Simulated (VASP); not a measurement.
Here is the system:

```
CELL_PARAMETERS angstrom
      0.00000     2.93553     2.93553
      2.93553     0.00000     2.93553
      2.93553     2.93553     0.00000
ATOMIC_POSITIONS crystal
  Ge 0.00000 0.00000 0.00000
  Ge 0.25000 0.25000 0.25000
```

These are PW91 GGA, VASP's PBE PAW potentials (set 64) (plane waves; VASP) values and carry that method's errors. Run with 520 eV cut-off, 11×11×11 Γ-centred mesh, first-order Methfessel-Paxton smearing of 0.10 eV, potentials Ge_d.

**Question.** Give the stress tensor in GPa (positive for a compressed cell).

**Answer.** 
```
-2.99   0.00   0.00
 0.00  -2.99   0.00
 0.00   0.00  -2.99
```
The pressure is its mean diagonal, -2.99 GPa.

The compound is Ge in the diamond structure. This cell is one point of a volume scan, at 1.06 of the reference volume.
